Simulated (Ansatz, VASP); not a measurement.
# CuI with different potentials

System: CuI (zinc blende type, first atom moved by 0.06 Å along [111]), 2 atoms in the cell.

```
Cu I
1.0
     0.00000    3.04500    3.04500
     3.04500    0.00000    3.04500
     3.04500    3.04500    0.00000
Cu I
1 1
Cartesian
  0.0346 0.0346 0.0346
  1.5225 1.5225 1.5225
```

All runs use HSE06; k-mesh 4×4×4 Γ-centred; Fermi–Dirac smearing of 0.05 eV; no spin polarisation; no spin–orbit coupling. Exact exchange at q = 0 is regularized (HFRCUT = 0 in VASP). VASP pressures are printed at a fixed basis; Ansatz's pressures include its basis correction. The all-electron reference is a plane-wave run on PAW datasets generated for this crystal and functional, not LAPW.

| run | pressure (GPa) | Fx on Cu1 (eV/Å) |
| --- | --- | --- |
| Ansatz PAW hard set, 700 eV | 0.36 | -0.096 |
| Ansatz with JTH PAW, 1350 eV | 0.50 | -0.103 |
| VASP, Cu_pv/I, 479 eV | -0.34 | -0.095 |
| Ansatz hand-made PAW, 700 eV | 0.37 | -0.096 |
| Ansatz PAW soft set 1, 420 eV | 0.33 | -0.096 |

Problem. What does the all-electron calculation give for these quantities?

Solution. Ansatz all-electron PAW datasets made for this crystal, 310 eV: pressure 0.37 GPa, Fx on Cu1 -0.096 eV/Å. All forces:

```
atom  Fx (eV/Å)  Fy (eV/Å)  Fz (eV/Å)
 Cu1     -0.096     -0.096     -0.096
  I2      0.096      0.096      0.096
```

Potentials made with PBE were used with another functional (at least in: Ansatz PAW hard set, 700 eV; Ansatz with JTH PAW, 1350 eV; VASP, Cu_pv/I, 479 eV).
